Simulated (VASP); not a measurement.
**FeAu: single point with PBEsol**

Crystal: FeAu.

```
CELL_PARAMETERS angstrom
1.41175 0.81507 4.46945
-1.41175 0.81507 4.46945
0.00000 -1.63015 4.46945
ATOMIC_POSITIONS crystal
Fe 0.50000 0.50000 0.50000
Au 0.00000 0.00000 0.00000
```

The cell comes from a database or a generator and needn't be the stable form of this composition.

```yaml
Program: VASP 6.6.1
Task: single point
Functional: PBEsol
Potentials_or_basis: VASP PAW PBE potentials, release 64 (Fe, Au)
Cutoff: 520 eV
k_mesh: 9 × 9 × 9
Occupations: gaussian, width 0.1 eV
Spin: collinear spin, typed start
Starting_moments: "[4.0, 0.0] μB"
Dipole_correction: no
Further_INCAR_settings: ALGO = Normal; EDIFF = 1e-06; NBANDS = 20
```

```json
{
 "Pressure": "-9.1 GPa",
 "Band gap on the k mesh": "none (metal or under the smearing width)",
 "Net moment": "2.90 μB per cell",
 "Site moments": "Fe +2.88; Au +0.04 μB",
 "Valence electrons inside the program's atomic spheres": "Fe 6.83; Au 9.73"
}
```

Stress tensor (GPa, compression positive):
```
-9.73  0.00  0.00
 0.00 -9.73  0.00
 0.00  0.00 -7.79
```

Levels at points of the mesh, in eV from the Fermi level:
Spin up:
```csv
k point,band 9,band 10,band 11,band 12,band 13,band 14
"(0.00, 0.00, 0.00)",-2.25,-1.58,-1.58,-0.76,4.12,14.77
```
Spin down:
```tsv
k point	band 6	band 7	band 8	band 9	band 10	band 11
(0.00, 0.00, 0.00)	-3.40	-1.24	-0.63	0.31	0.31	1.22
```

It took 89 s on 1 thread of Intel(R) Xeon(R) 6975P-C (Granite Rapids) (shared host), peak memory 0.3 GiB.

Caveat: the PAW data sets were made with another functional, which shifts forces and pressure a little. Spin-orbit coupling is left out, which matters for the levels of Au.
